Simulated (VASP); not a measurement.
# MnPtS3 (Pm-3m) in VASP: settings compared

One crystal, MnPtS3, is run at these levels: PBE, PBEsol; tasks: relaxation of cell and atoms.

Everything below comes from runs of VASP 6.6.1. Logs are shortened: lines on timing, memory, paths and dates and some standing lists are left out, and cuts for length are marked.

### 1 Starting point

The structure is cubic, space group Pm-3m (No. 221). Conventional cell: a = 4.717 Å, b = 4.717 Å, c = 4.717 Å, α = 90.00°, β = 90.00°, γ = 90.00°. Mn (site symmetry m-3m) has 12 S at 3.34 Å as nearest neighbours. Pt (site symmetry m-3m) has 6 S at 2.36 Å as nearest neighbours. S (site symmetry 4/mmm) has 2 Pt at 2.36 Å as nearest neighbours.

The cell was built by a generator and needn't be a form met in nature.

### 2 Relaxation of cell and atoms, PBE, collinear spin, ferromagnetic start

Input file INCAR:

```
PREC = Accurate
ENCUT = 600
EDIFF = 1E-7
ISMEAR = 0
SIGMA = 0.05
LREAL = F
LASPH = T
NELM = 100
ALGO = Normal
ISIF = 3
LWAVE = F
LCHARG = F
ISPIN = 2
MAGMOM = 4 0 0 0 0
LORBIT = 11
LMAXMIX = 4
GGA = PE
IBRION = 2
NSW = 60
EDIFFG = -0.01
```

Input file KPOINTS:

```
Automatic mesh
0
Gamma
  6 6 6
```

Input file POSCAR:

```
MnPtS3
1.0
    4.7171500000      0.0000000000      0.0000000000
    0.0000000000      4.7171500000      0.0000000000
    0.0000000000      0.0000000000      4.7171500000
Mn Pt S
1 1 3
Direct
    0.0000000000      0.0000000000      0.0000000000
    0.5000000000      0.5000000000      0.5000000000
    0.0000000000      0.5000000000      0.5000000000
    0.5000000000      0.0000000000      0.5000000000
    0.5000000000      0.5000000000      0.0000000000
```

Potentials or basis: VASP PAW PBE potentials, release 64 (Mn_pv, Pt, S).

Run with:

```
$ cat potpaw_PBE.64/Mn_pv/POTCAR potpaw_PBE.64/Pt/POTCAR potpaw_PBE.64/S/POTCAR > POTCAR
$ mpirun -np 1 vasp_std > vasp.out
```

OUTCAR:

```text
PREC = Accurate
   ENCUT = 600
   EDIFF = 1E-7
   ISMEAR = 0
   LREAL = F
   LASPH = T
   NELM = 100
   ISIF = 3
   ISPIN = 2
   LORBIT = 11
   GGA = PE
   IBRION = 2
   NSW = 60
   EDIFFG = -0.01

 ion  position               nearest neighbor table
   1  0.000  0.000  0.000-
   2  0.500  0.500  0.500-   3 2.36   4 2.36   5 2.36   5 2.36   4 2.36   3 2.36
   3  0.000  0.500  0.500-   2 2.36   2 2.36
   4  0.500  0.000  0.500-   2 2.36   2 2.36
   5  0.500  0.500  0.000-   2 2.36   2 2.36

  LATTYP: Found a simple cubic cell.
 ALAT       =     4.7171500000

  Lattice vectors:

 A1 = (   4.7171500000,   0.0000000000,   0.0000000000)
 A2 = (   0.0000000000,   4.7171500000,   0.0000000000)
 A3 = (   0.0000000000,   0.0000000000,   4.7171500000)

Analysis of symmetry for initial positions (statically):
=====================================================================
 Subroutine PRICEL returns:
 Original cell was already a primitive cell.

 Routine SETGRP: Setting up the symmetry group for a
 simple cubic supercell.

 Subroutine GETGRP returns: Found 48 space group operations
 (whereof 48 operations were pure point group operations)
 out of a pool of 48 trial point group operations.

The static configuration has the point symmetry O_h .

Analysis of symmetry for dynamics (positions and initial velocities):
=====================================================================
 Subroutine PRICEL returns:
 Original cell was already a primitive cell.

 Routine SETGRP: Setting up the symmetry group for a
 simple cubic supercell.

 Subroutine GETGRP returns: Found 48 space group operations
 (whereof 48 operations were pure point group operations)
 out of a pool of 48 trial point group operations.

The dynamic configuration has the point symmetry O_h .

Analysis of structural, dynamic, and magnetic symmetry:
=====================================================================
 Subroutine PRICEL returns:
 Original cell was already a primitive cell.

 Routine SETGRP: Setting up the symmetry group for a
 simple cubic supercell.

 Subroutine GETGRP returns: Found 48 space group operations
 (whereof 48 operations were pure point group operations)
 out of a pool of 48 trial point group operations.

The overall configuration has the point symmetry O_h .

 Subroutine INISYM returns: Found 48 space group operations
 (whereof 48 operations are pure point group operations),
 and found     1 'primitive' translations

----------------------------------------------------------------------------------------

                                     Primitive cell

  volume of cell :     104.9637

  direct lattice vectors                    reciprocal lattice vectors
     4.717150000  0.000000000  0.000000000     0.211992411  0.000000000  0.000000000
     0.000000000  4.717150000  0.000000000     0.000000000  0.211992411  0.000000000
     0.000000000  0.000000000  4.717150000     0.000000000  0.000000000  0.211992411

  length of vectors
     4.717150000  4.717150000  4.717150000     0.211992411  0.211992411  0.211992411

  position of ions in fractional coordinates (direct lattice)
     0.000000000  0.000000000  0.000000000
     0.500000000  0.500000000  0.500000000
     0.000000000  0.500000000  0.500000000
     0.500000000  0.000000000  0.500000000
     0.500000000  0.500000000  0.000000000

  ion indices of the primitive-cell ions
   primitive index   ion index
                 1           1
                 2           2
                 3           3
                 4           4
                 5           5

----------------------------------------------------------------------------------------

 KPOINTS: Automatic mesh

Automatic generation of k-mesh.
 Grid dimensions read from file:
 generate k-points for:    6    6    6

 Generating k-lattice:

  Cartesian coordinates                     Fractional coordinates (reciprocal lattice)
     0.035332068  0.000000000  0.000000000     0.166666667  0.000000000  0.000000000
     0.000000000  0.035332068  0.000000000     0.000000000  0.166666667  0.000000000
     0.000000000  0.000000000  0.035332068     0.000000000  0.000000000  0.166666667

  Length of vectors
     0.035332068  0.035332068  0.035332068

  Shift w.r.t. Gamma in fractional coordinates (k-lattice)
     0.000000000  0.000000000  0.000000000

 Subroutine IBZKPT returns following result:
 ===========================================

 Found     20 irreducible k-points:

 Following reciprocal coordinates:
            Coordinates               Weight
  0.000000  0.000000  0.000000      1.000000
  0.166667  0.000000  0.000000      6.000000
  0.333333  0.000000  0.000000      6.000000
  0.500000  0.000000  0.000000      3.000000
  0.166667  0.166667  0.000000     12.000000
  0.333333  0.166667  0.000000     24.000000
[... 12 lines left out ...]
  0.500000  0.500000  0.333333      6.000000
  0.500000  0.500000  0.500000      1.000000
   k-points           NKPTS =     20   k-points in BZ     NKDIM =     20   number of bands    NBANDS=     26
   number of dos      NEDOS =    301   number of ions     NIONS =      5
   total plane-waves  NPLWV =  64000
   dimension x,y,z NGX =    40 NGY =   40 NGZ =   40
   dimension x,y,z NGXF=    80 NGYF=   80 NGZF=   80
   ions per type =               1   1   3
   NGX,Y,Z   is equivalent  to a cutoff of  14.10, 14.10, 14.10 a.u.
   NGXF,Y,Z  is equivalent  to a cutoff of  28.19, 28.19, 28.19 a.u.
 SYSTEM =  unknown system
   PREC   = accura    normal or accurate (medium, high low for compatibility)
   ISTART =      0    job   : 0-new  1-cont  2-samecut
   ICHARG =      2    charge: 1-file 2-atom 10-const
   ISPIN  =      2    spin polarized calculation?
   LNONCOLLINEAR =      F non collinear calculations
   LSORBIT =      F    spin-orbit coupling
   LASPH  =      T    aspherical Exc in radial PAW
   ENCUT  =  600.0 eV  44.10 Ry    6.64 a.u.   9.42  9.42  9.42*2*pi/ulx,y,z
   NELM   =    100;   NELMIN=  2; NELMDL= -5     # of ELM steps
   EDIFF  = 0.1E-06   stopping-criterion for ELM
   LREAL  =      F    real-space projection
   EDIFFG = -.1E-01   stopping-criterion for IOM
   NSW    =     60    number of steps for IOM
   IBRION =      2    ionic relax: 0-MD 1-quasi-New 2-CG
   NFREE  =      1    steps in history (QN), initial steepest desc. (CG)
   ISIF   =      3    stress and relaxation
   ISYM   =      2    0-nonsym 1-usesym 2-fastsym
   POTIM  = 0.5000    time-step for ionic-motion
   TEBEG  =    0.0;   TEEND  =   0.0 temperature during run
   PSTRESS=    0.0 pullay stress
   NELECT =      41.0000    total number of electrons
   NUPDOWN=      -1.0000    fix difference up-down
   EMIN   =  10.00;   EMAX   =-10.00  energy-range for DOS
   EFERMI =   0.00;   METHOD = LEGACY
   ISMEAR =     0;   SIGMA  =   0.05  broadening in eV -4-tet -1-fermi 0-gaus
   EFERMI_NEDOS =   21; number of points for ismear=-14 and -15
   IALGO  =     38    algorithm
   IMIX   =      4    mixing-type and parameters
     AMIX     =   0.40;   BMIX     =  1.00
     AMIX_MAG =   1.60;   BMIX_MAG =  1.00
  volume/ion in A,a.u.               =      20.99       141.67
  Fermi-wavevector in a.u.,A,eV,Ry     =   1.196712  2.261458 19.485181  1.432120
  Thomas-Fermi vector in A             =   2.332646
   LORBIT       =     11    0 simple, 1 ext, 2 COOP (PROOUT), +10 PAW based schemes
   GGA     = PE    functional components
   LHFCALC =     F    Hartree Fock is set to
   AEXX    =    0.0000 exact exchange contribution
   IVDW    =     0    specifies the selected vdW correction
   LEPSILON=     F    determine dielectric tensor
   LRPA    =     F    only Hartree local field effects (RPA)
 conjugate gradient relaxation of ions
 spin polarized calculation
 Gauss-broadening in eV      SIGMA  =   0.05
  energy-cutoff  :      600.00
  volume of cell :      104.96
 maximum number of plane-waves:      3544
 NGX is ok and might be reduce to    40
   NGX = 19   NGY = 19   NGZ = 19

--------------------------------------- Ionic step        1  -------------------------------------------

 number of electron      41.0000013 magnetization       4.3120979

 Free energy of the ion-electron system (eV)
  ---------------------------------------------------
  ext. energy  EPLUGINS =         0.00000000
  ---------------------------------------------------
  free energy    TOTEN  =       -24.77074080 eV

  energy without entropy =      -24.76527100  energy(sigma->0) =      -24.76800590

------------------------ aborting loop because EDIFF is reached ----------------------------------------

  FORCE on cell =-STRESS in cart. coord.  units (eV):
  Direction    XX          YY          ZZ          XY          YZ          ZX
  --------------------------------------------------------------------------------------
  -------------------------------------------------------------------------------------
  Total       -0.1387380     -0.1387380     -0.1387380     -0.0000000     -0.0000000      0.0000000
  in kB       -2.1177124     -2.1177124     -2.1177124     -0.0000000     -0.0000000      0.0000000
  external PRESSURE =      -2.1177124 kB  Pullay stress =       0.0000000 kB
[... 63 lines left out ...]
  energy  without entropy=      -24.7654965698  energy(sigma->0) =      -24.76818396

--------------------------------------- Ionic step        3  -------------------------------------------

 number of electron      41.0000014 magnetization       4.3145247

 Free energy of the ion-electron system (eV)
  ---------------------------------------------------
  ext. energy  EPLUGINS =         0.00000000
  ---------------------------------------------------
  free energy    TOTEN  =       -24.77092585 eV

  energy without entropy =      -24.76551892  energy(sigma->0) =      -24.76822238

 E-fermi :   4.7343     XC(G=0):  -9.9682

 val. band max:        4.7230017881   @ k =   0.5000   0.1667   0.0000
 cond. band min:       4.7406385049   @ k =   0.1667   0.0000   0.0000
 fundamental gap:      0.0176367168
 Fermi energy:         4.7343477517

 spin component 1

 k-point     1 :       0.0000    0.0000    0.0000
  band No.  band energies     occupation
      1     -46.2245      1.00000
      2     -46.2245      1.00000
      3     -46.2245      1.00000
      4      -9.1410      1.00000
      5      -7.3909      1.00000
      6      -7.3909      1.00000
[... 569 lines left out ...]
     25       9.8397      0.00000
     26       9.8397      0.00000
 Fermi energy:         4.7343477517

 spin component 2

 k-point     1 :       0.0000    0.0000    0.0000
  band No.  band energies     occupation
      1     -41.4422      1.00000
      2     -41.4422      1.00000
      3     -41.4422      1.00000
      4      -9.2344      1.00000
      5      -7.5024      1.00000
      6      -7.5024      1.00000
[... 601 lines left out ...]
  FREE ENERGIE OF THE ION-ELECTRON SYSTEM (eV)
  ---------------------------------------------------
  free  energy   TOTEN  =       -24.7709258454 eV

  energy  without entropy=      -24.7655189225  energy(sigma->0) =      -24.76822238

 reached required accuracy - stopping structural energy minimisation

 total charge

# of ion       s       p       d       tot
------------------------------------------
    1        0.164   6.037   4.871  11.072
    2        0.654   0.650   8.158   9.462
    3        1.366   2.271   0.000   3.637
    4        1.366   2.271   0.000   3.637
    5        1.366   2.271   0.000   3.637
--------------------------------------------------
tot          4.916  13.500  13.030  31.446

 magnetization (x)

# of ion       s       p       d       tot
------------------------------------------
    1        0.067   0.015   4.403   4.484
    2       -0.005   0.006  -0.101  -0.101
    3        0.000  -0.087   0.000  -0.087
    4        0.000  -0.087   0.000  -0.087
    5        0.000  -0.087   0.000  -0.087
--------------------------------------------------
tot          0.062  -0.240   4.302   4.124
```

Run time: 2.4 min. Hardware: 1 thread of Intel Xeon 6975P-C (Granite Rapids), shared host; peak memory 0.36 GiB.

Results:

```
Free energy                                           : -24.7709 eV
Relaxed volume                                        : 20.94 Å³/atom
Relaxed cell                                          : a = 4.713 Å, b = 4.713 Å, c = 4.713 Å, α = 90.00°, β = 90.00°, γ = 90.00°
Space group after relaxing (to 0.05 Å)                : Pm-3m (No. 221)
Energy gained by relaxing                             : 0.0 meV/atom
Ionic steps                                           : 3
Pressure after relaxing                               : 0.0 GPa
Net moment                                            : 4.31 μB per cell
Site moments                                          : Mn +4.48; Pt -0.10; S -0.09 μB
Valence electrons inside the program's atomic spheres : Mn 11.07; Pt 9.46; S 3.64
```

The path:
| step | energy change (eV) | largest force (eV/Å) | pressure (GPa) | volume (Å³) |
| --- | --- | --- | --- | --- |
| 1 | 0.0000 | 0.0000 | -0.21 | 104.96 |
| 2 | -0.0001 | 0.0000 | 0.12 | 104.54 |
| 3 | -0.0002 | 0.0000 | 0.01 | 104.69 |

Final structure:
```
CELL_PARAMETERS angstrom
4.71302 0.00000 0.00000
0.00000 4.71302 0.00000
0.00000 0.00000 4.71302
ATOMIC_POSITIONS crystal
Mn 0.00000 0.00000 0.00000
Pt 0.50000 0.50000 0.50000
S 0.00000 0.50000 0.50000
S 0.50000 0.00000 0.50000
S 0.50000 0.50000 0.00000
```

Levels at points of the mesh, in eV from the Fermi level:
Spin up:
| k point | band 20 | band 21 | band 22 | band 23 | band 24 | band 25 | band 26 |
| --- | --- | --- | --- | --- | --- | --- | --- |
| (0.00, 0.00, 0.00) | -0.98 | -0.98 | -0.98 | -0.66 | -0.60 | -0.60 | -0.60 |
| (0.50, 0.00, 0.00) | -1.10 | -0.47 | -0.47 | -0.08 | -0.08 | 0.10 | 2.41 |
| (0.50, 0.50, 0.00) | -1.29 | -0.96 | 0.24 | 0.24 | 0.52 | 2.42 | 4.14 |
| (0.50, 0.50, 0.50) | -0.78 | -0.48 | 0.48 | 0.48 | 0.48 | 5.11 | 5.11 |
Spin down:
| k point | band 15 | band 16 | band 17 | band 18 | band 19 | band 20 | band 21 | band 22 |
| --- | --- | --- | --- | --- | --- | --- | --- | --- |
| (0.00, 0.00, 0.00) | -1.16 | -1.16 | -1.16 | -0.66 | -0.66 | -0.66 | 0.40 | 1.00 |
| (0.50, 0.00, 0.00) | -1.93 | -0.93 | -0.93 | -0.19 | -0.19 | 0.05 | 1.05 | 1.19 |
| (0.50, 0.50, 0.00) | -1.18 | -1.08 | -0.37 | -0.37 | 0.07 | 1.19 | 1.21 | 1.52 |
| (0.50, 0.50, 0.50) | -0.83 | 0.28 | 0.28 | 0.28 | 0.87 | 1.13 | 1.13 | 1.13 |

Caveat: the bands computed are all filled at some k points, so no gap is given; a cell with one magnetic atom can't hold antiferromagnetic order, which such compounds often take. Spin-orbit coupling is left out, which matters for the levels of Pt.

(Continued in part 2 of 2.)
